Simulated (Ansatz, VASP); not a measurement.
## Rb2TcCl6: VASP beside Ansatz

One calculation is typed for both programs; each brings its own data sets. How far apart do they land? The cell is generated by rule, not measured, and may not be a known phase. The two relaxations start from unlike cells of this crystal (the structure described is Ansatz's start), so only their ends are compared.

Program: Ansatz 0.2.0. Level of theory: plane waves, with VASP 6.6.1 beside it; LDA. Results are calculated unless marked as measured.

The structure was built from a prototype and need not be the compound's stable phase.

**1. Starting point**

The structure is cubic, space group Fm-3m (No. 225). The conventional cell has a = 10.137 Å, b = 10.137 Å, c = 10.137 Å, α = 90.00°, β = 90.00°, γ = 90.00°. Nearest to Rb lie 12 Cl at 3.58 Å. Tc has 6 Cl at 2.56 Å nearest. Nearest to Cl lie 1 Tc at 2.56 Å and 4 Rb at 3.58 Å. Farther neighbours and most contacts between anions are not listed.

As a file:

```cif
data_structure
_symmetry_space_group_name_H-M 'Fm-3m'
_symmetry_Int_Tables_number 225
_cell_length_a 10.1365
_cell_length_b 10.1365
_cell_length_c 10.1365
_cell_angle_alpha 90.000
_cell_angle_beta 90.000
_cell_angle_gamma 90.000
_cell_volume 1041.52
loop_
_atom_site_label
_atom_site_type_symbol
_atom_site_symmetry_multiplicity
_atom_site_Wyckoff_symbol
_atom_site_fract_x
_atom_site_fract_y
_atom_site_fract_z
_atom_site_occupancy
Rb1 Rb 8 c 0.25000 0.75000 0.75000 1
Tc1 Tc 4 a 0.00000 0.00000 0.00000 1
Cl1 Cl 24 e 0.50000 0.00000 0.75255 1
```

**2. VASP: relaxation of cell and atoms, LDA**

The relaxed volume is the usual yardstick between codes: in a stiff, nearly cubic crystal its relative difference is about their pressure difference at one cell divided by the bulk modulus.

Lines of VASP's logs that name or quote its potential files are left out, and so is its time.

Contents of INCAR:

```
SYSTEM = Rb2TcCl6
PREC = Accurate
ENCUT = 500
EDIFF = 1E-07
NELM = 120
ISMEAR = -1
SIGMA = 0.02
LREAL = .FALSE.
ALGO = Normal
GGA = CA
NBANDS = 45
LASPH = .TRUE.
LORBIT = 11
LWAVE = .FALSE.
LCHARG = .FALSE.
ISIF = 3
IBRION = 2
NSW = 80
EDIFFG = -0.005
GGA_COMPAT = .FALSE.
NELMIN = 4
KPAR = 2
```

Contents of POSCAR:

```
Rb2TcCl6
1.0
    0.0000000000      4.7393018981      4.7393018981
    4.7393018981      0.0000000000      4.7393018981
    4.7393018981      4.7393018981      0.0000000000
Rb Tc Cl
2 1 6
Direct
    0.2499999507      0.2499999507      0.2499999507
    0.7499999507      0.7499999507      0.7499999507
    0.0000000000      0.0000000000      0.0000000000
    0.2441962387      0.2441962387      0.7558037613
    0.7558036627      0.7558036627      0.2441963373
    0.2441962387      0.7558037613      0.2441962387
    0.7558036627      0.2441963373      0.7558036627
    0.7558037613      0.2441962387      0.2441962387
    0.2441963373      0.7558036627      0.7558036627
```

Contents of KPOINTS:

```
Automatic mesh
0
Gamma
4 4 4
0 0 0
```

PAW data sets: Rb_sv, Tc_pv and Cl (LDA family, release 64).

The run is started by

```console
$ mpirun -np 2 vasp_std
```

Numbers of over 12 decimals in the logs are rounded to 6 here.

Output:

```text
[banner, memory and clock lines left out]
running    2 mpi-ranks, on    1 nodes
 distrk:  each k-point on    1 cores,    2 groups
 distr:  one band on    1 cores,    1 groups

 POSCAR found type information on POSCAR RbTcCl
 POSCAR found :  3 types and       9 ions
 LDA part: xc-table for (Slater(with rela. corr.)+CA(PZ))
 , standard interpolation
 POSCAR, INCAR and KPOINTS ok, starting setup
 FFT: planning ... GRIDC
 FFT: planning ... GRID_SOFT
 FFT: planning ... GRID
 WAVECAR not read
 entering main loop
       N       E                     dE             d eps       ncg     rms          rms(c)
DAV:   1     0.581174398157E+03    0.58117E+03   -0.34100E+04   752   0.140E+03
DAV:   2    -0.270577175465E+00   -0.58144E+03   -0.57186E+03   920   0.311E+02
DAV:   3    -0.407566625947E+02   -0.40486E+02   -0.40280E+02   976   0.882E+01
DAV:   4    -0.418351243875E+02   -0.10785E+01   -0.10761E+01  1000   0.133E+01
DAV:   5    -0.418645001579E+02   -0.29376E-01   -0.29369E-01  1024   0.188E+00    0.189E+01
DAV:   6    -0.399554518028E+02    0.19090E+01   -0.13376E+01   793   0.187E+01    0.100E+01
DAV:   7    -0.393297358680E+02    0.62572E+00   -0.31647E+00   785   0.111E+01    0.628E+00
DAV:   8    -0.392415701109E+02    0.88166E-01   -0.26774E-01   838   0.282E+00    0.159E+00
DAV:   9    -0.392412910590E+02    0.27905E-03   -0.18929E-02   950   0.520E-01    0.453E-01
DAV:  10    -0.392404498271E+02    0.84123E-03   -0.84629E-03   806   0.479E-01    0.209E-01
DAV:  11    -0.392402125172E+02    0.23731E-03   -0.15253E-03   790   0.229E-01    0.833E-02
DAV:  12    -0.392401999717E+02    0.12546E-04   -0.88722E-05   838   0.581E-02    0.448E-02
DAV:  13    -0.392402004418E+02   -0.47012E-06   -0.23289E-05   880   0.226E-02    0.504E-03
DAV:  14    -0.392402005539E+02   -0.11210E-06   -0.17388E-06   960   0.538E-03    0.456E-03
DAV:  15    -0.392402005396E+02    0.14265E-07   -0.11598E-07   555   0.188E-03
   1 F= -.39240201E+02 E0= -.39230780E+02  d E =-.392402E+02
[...]
2 F= -.39240290E+02 E0= -.39230895E+02  d E =-.893358E-04
[...]
3 F= -.39240290E+02 E0= -.39230895E+02  d E =-.894578E-04
[...]
4 F= -.39240367E+02 E0= -.39230976E+02  d E =-.773407E-04
 trial-energy change:   -0.000077  1 .order   -0.000079   -0.000098   -0.000059
 step:   2.5015(harm=  2.5015)  dis= 0.00241  next Energy=   -39.240414 (dE=-0.124E-03)
 bond charge predicted
       N       E                     dE             d eps       ncg     rms          rms(c)
DAV:   1    -0.392410140163E+02   -0.64677E-03   -0.39097E-02   740   0.876E-01    0.183E-01
DAV:   2    -0.392405695947E+02    0.44442E-03   -0.33641E-03   790   0.326E-01    0.948E-02
DAV:   3    -0.392404351213E+02    0.13447E-03   -0.35398E-04   785   0.108E-01    0.390E-02
DAV:   4    -0.392404060067E+02    0.29115E-04   -0.13798E-04   873   0.557E-02    0.327E-02
DAV:   5    -0.392404063627E+02   -0.35599E-06   -0.91518E-06   875   0.137E-02    0.114E-02
DAV:   6    -0.392404065822E+02   -0.21952E-06   -0.19300E-06  1000   0.567E-03    0.302E-03
DAV:   7    -0.392404066103E+02   -0.28073E-07   -0.17827E-07   555   0.198E-03
   5 F= -.39240407E+02 E0= -.39231022E+02  d E =-.116613E-03
 curvature:  -1.89 expect dE=-0.188E-05 dE for cont linesearch -0.188E-06
 trial: gam= 0.00000 g(F)=  0.526E-06 g(S)=  0.468E-06 ort =-0.385E-05 (trialstep = 0.129E+01)
 search vector abs. value=  0.994E-06
 reached required accuracy - stopping structural energy minimisation
```

From OUTCAR (step 2):

```text
ion  position               nearest neighbor table
   1  0.250  0.250  0.250-   4 3.35   6 3.35   8 3.35   9 3.35   7 3.35   9 3.35   5 3.35   7 3.35
                             5 3.35   4 3.35   6 3.35   8 3.35   3 4.10   3 4.10   3 4.10   3 4.10
   2  0.750  0.750  0.750-   5 3.35   7 3.35   9 3.35   4 3.35   6 3.35   8 3.35   4 3.35   6 3.35
                             8 3.35   5 3.35   7 3.35   9 3.35   3 4.10   3 4.10   3 4.10   3 4.10
   3  0.000  0.000  0.000-   4 2.31   6 2.31   8 2.31   7 2.31   5 2.31   9 2.31   1 4.10   2 4.10
                             2 4.10   2 4.10   1 4.10   1 4.10   1 4.10   2 4.10
   4  0.244  0.244  0.756-   3 2.31   1 3.35   2 3.35   2 3.35   1 3.35
   5  0.756  0.756  0.244-   3 2.31   2 3.35   1 3.35   1 3.35   2 3.35
   6  0.244  0.756  0.244-   3 2.31   1 3.35   2 3.35   2 3.35   1 3.35
   7  0.756  0.244  0.756-   3 2.31   2 3.35   1 3.35   1 3.35   2 3.35
   8  0.756  0.244  0.244-   3 2.31   1 3.35   2 3.35   2 3.35   1 3.35
   9  0.244  0.756  0.756-   3 2.31   2 3.35   1 3.35   1 3.35   2 3.35

  LATTYP: Found a face centered cubic cell.
 ALAT       =     9.4786037962

 Subroutine GETGRP returns: Found 48 space group operations
 (whereof 48 operations were pure point group operations)

The static configuration has the point symmetry O_h .

 Found      8 irreducible k-points:

   k-points           NKPTS =      8   k-points in BZ     NKDIM =      8   number of bands    NBANDS=     45

   dimension x,y,z NGX =    50 NGY =   50 NGZ =   50
   dimension x,y,z NGXF=   100 NGYF=  100 NGZF=  100

   ENCUT  =  500.0 eV  36.75 Ry    6.06 a.u.  12.22 12.22 12.22*2*pi/ulx,y,z

   NELECT =      73.0000    total number of electrons

 k-points in reciprocal lattice and weights: Automatic mesh
   0.00000000  0.00000000  0.00000000       0.016
   0.25000000  0.00000000  0.00000000       0.125
   0.50000000  0.00000000  0.00000000       0.062
   0.25000000  0.25000000  0.00000000       0.094
   0.50000000  0.25000000  0.00000000       0.375
  -0.25000000  0.25000000  0.00000000       0.188
   0.50000000  0.50000000  0.00000000       0.047
  -0.25000000  0.50000000  0.25000000       0.094

 average (electrostatic) potential at core
       1 -34.1520       2 -34.1520       3 -78.2145       4 -96.7742       5 -96.7742
       6 -96.7742       7 -96.7742       8 -96.7742       9 -96.7742

 E-fermi :   2.4687

 k-point     1 :       0.0000    0.0000    0.0000
  band No.  band energies     occupation
    ...
     34       0.9857      2.00000
     35       0.9857      2.00000
     36       2.1597      2.00000
     37       2.1597      2.00000
     38       2.1597      2.00000
     39       5.6998      0.00000
     40       5.6998      0.00000
     41       6.8808      0.00000
     42       7.3905      0.00000
     43       7.3905      0.00000
    ...

 k-point     2 :       0.2500    0.0000    0.0000
  band No.  band energies     occupation
    ...
     34       0.7098      2.00000
     35       0.8265      2.00000
     36       2.2650      1.99992
     37       2.3432      1.99624
     38       2.3432      1.99624
     39       5.4804      0.00000
     40       5.4804      0.00000
     41       7.5625      0.00000
     42       7.9496      0.00000
     43       7.9496      0.00000
    ...

 k-point     3 :       0.5000    0.0000    0.0000
  band No.  band energies     occupation
    ...
     34       0.5978      2.00000
     35       0.5978      2.00000
     36       2.3191      1.99888
     37       2.4685      1.00588
     38       2.4685      1.00585
     39       5.3081      0.00000
     40       5.3081      0.00000
     41       8.5145      0.00000
     42       8.5282      0.00000
     43       9.0310      0.00000
    ...

  Total       -0.0053948     -0.0053948     -0.0053948      0.0000000      0.0000000     -0.0000000
  in kB       -0.0407415     -0.0407415     -0.0407415      0.0000000      0.0000000     -0.0000000
  external PRESSURE =      -0.0407415 kB  Pullay stress =       0.0000000 kB

  energy-cutoff  :      500.00
  volume of cell :      212.15
      direct lattice vectors                 reciprocal lattice vectors
     0.000000000  4.733772763  4.733772763    -0.105623997  0.105623997  0.105623997
     4.733772763  0.000000000  4.733772763     0.105623997 -0.105623997  0.105623997
     4.733772763  4.733772763  0.000000000     0.105623997  0.105623997 -0.105623997

 POSITION                                       TOTAL-FORCE (eV/Angst)
 -----------------------------------------------------------------------------------
      2.36689      2.36689      2.36689        -0.000000     -0.000000      0.000000
      7.10066      7.10066      7.10066        -0.000000      0.000000      0.000000
      0.00000      0.00000      0.00000        -0.000000     -0.000000      0.000000
      4.73377      4.73377      2.31451        -0.000000      0.000000     -0.001348
      4.73377      4.73377      7.15304        -0.000000     -0.000000      0.001348
      4.73377      2.31451      4.73377        -0.000000     -0.001348      0.000000
      4.73377      7.15304      4.73377        -0.000000      0.001348      0.000000
      2.31451      4.73377      4.73377        -0.001348      0.000000      0.000000
      7.15304      4.73377      4.73377         0.001348      0.000000      0.000000
 -----------------------------------------------------------------------------------
    total drift:                                0.001182      0.001182      0.001182

  FREE ENERGIE OF THE ION-ELECTRON SYSTEM (eV)
  ---------------------------------------------------
  free  energy   TOTEN  =       -39.2404066103 eV

  energy  without entropy=      -39.2216365007  energy(sigma->0) =      -39.23102156

 reached required accuracy - stopping structural energy minimisation

 total charge
# of ion       s       p       d       tot
------------------------------------------
    1        1.938   5.335   0.028   7.302
    2        1.938   5.335   0.028   7.302
    3        0.382   6.517   4.958  11.857
    4        1.600   3.494   0.000   5.094
    5        1.600   3.494   0.000   5.094
    6        1.600   3.494   0.000   5.094
    7        1.600   3.494   0.000   5.094
    8        1.600   3.494   0.000   5.094
    9        1.600   3.494   0.000   5.094
--------------------------------------------------
tot         13.861  38.151   5.014  57.027

[... 3 further parts left out ...]
```

[end of part 1 of 2]

[Lines on the potential files, build, host, timing and source positions are cut from VASP's logs without a mark.]

[Logs are printed without paths, hosts, clocks, repeated set-up lines and the standing remarks that a program may print on its own settings, such as how far it seeks lower states.]

[Hosts, paths, dates, database ids (printed as entryN), source tags and the programs' standing remarks are cut or masked in the printed files.]
